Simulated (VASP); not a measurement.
Here is a VASP 6.6.1 calculation.

The input INCAR:

```
PREC     = Accurate       # precision mode
ENCUT    = 520            # plane-wave cutoff, eV
EDIFF    = 1E-6           # SCF threshold, eV
ISMEAR   = 0              # smearing method
SIGMA    = 0.03           # smearing width, eV
LREAL    = F              # projectors in reciprocal space
LASPH    = T              # aspherical terms in the spheres
NELM     = 60             # most SCF steps
ALGO     = Normal         # electronic algorithm
ISIF     = 2              # what is computed and relaxed
LWAVE    = F              # write WAVECAR
LCHARG   = F              # write CHGCAR
GGA      = PS             # functional
NBANDS   = 21             # bands
```

KPOINTS

```
regular mesh
0
Gamma
  12 12 6
```

Contents of POSCAR:

```
Mg2CdN2
1.0
    3.6015582643      0.0000000000      0.0000000000
   -1.8007791321      3.1190409501      0.0000000000
    0.0000000000      0.0000000000      5.8231790221
Mg Cd N
2 1 2
Direct
    0.6666666667      0.3333333333      0.1534420000
    0.3333333333      0.6666666667      0.8465580000
    0.0000000000      0.0000000000      0.5000000000
    0.6666666667      0.3333333333      0.7722310000
    0.3333333333      0.6666666667      0.2277690000
```

Potentials or basis: VASP PAW PBE potentials, release 64 (Mg, Cd, N).

Command:

```console
$ cat potpaw_PBE.64/Mg/POTCAR potpaw_PBE.64/Cd/POTCAR potpaw_PBE.64/N/POTCAR > POTCAR
$ mpirun -np 1 vasp_std > vasp.out
```

Q: Estimate the largest force.

A: 0.126 eV/Å.

Q: Estimate the band gap on the k mesh.

A: 0.28 eV, indirect (least direct gap 0.63 eV).

Q: What does it give for the pressure?

A: -4.3 GPa.

Forces on the atoms (eV/Å):
```
Mg   0.000  0.000  0.126
Mg   0.000  0.000 -0.126
Cd   0.000  0.000  0.000
N    0.000  0.000 -0.124
N    0.000  0.000  0.124
```

Caveat: the PAW data sets were made with another functional, which shifts forces and pressure a little. A k mesh can miss the band edges.
